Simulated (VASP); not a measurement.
Given:

```yaml
crystal:
  lattice:
    - [0.00000, 2.94908, 2.94908]
    - [2.94908, 0.00000, 2.94908]
    - [2.94908, 2.94908, 0.00000]
  atoms:
    - { symbol: Pb, position: [0.00000, 0.00000, 0.00000] }
    - { symbol: F, position: [0.25000, 0.25000, 0.25000] }
    - { symbol: F, position: [0.75000, 0.75000, 0.75000] }
```

The numbers are results of PBE GGA with D3 dispersion (Becke-Johnson damping), VASP's PBE PAW potentials (set 64) (plane waves; VASP), not measurements. Run with 520 eV cut-off, 7×7×7 Γ-centred mesh, Gaussian smearing of 0.050 eV, potentials Pb_d F.

Task: Estimate the energy per atom (σ→0), pressure.

Result: 
The energy per atom (σ→0) is -4.928 eV/atom. The pressure comes out as 2.26 GPa.

Total energies compare only between runs with the same potentials, cut-off and functional.

The compound is PbF2 in the fluorite structure, the β form. This cell is one point of a volume scan, at 0.97 of the reference volume.
